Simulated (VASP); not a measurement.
Here is the system:

```
CELL_PARAMETERS angstrom
      2.96130     0.00000     0.00000
      0.00000     2.96130     0.00000
      0.00000     0.00000     2.96130
ATOMIC_POSITIONS crystal
  Cr 0.00000 0.00000 0.00000
  Cr 0.50000 0.50000 0.50000
```
Starting moments (μB, in the order of the record's atoms Cr Cr): 1.5 -1.5.

These are RPBE GGA, VASP's PBE PAW potentials (set 64) (plane waves; VASP 6.6.1) values and carry that method's errors. Run with 520 eV cut-off, 13×13×13 Γ-centred mesh, first-order Methfessel-Paxton smearing of 0.10 eV, potentials Cr_pv.

**Question.** The job: Cr (bcc, AFM order), 2 atoms, RPBE, static run, 520 eV, 13×13×13 Γ-centred mesh. Roughly how much core time does it take on a busy server core?

**Answer.** About 50 core-seconds (one run on a shared machine, a rough figure). It had 84 irreducible k-points, 16 bands, up to 739 plane waves and 19 electronic steps.

The compound is Cr in the bcc, AFM order structure. This cell is one point of a volume scan, at 1.06 of the reference volume.
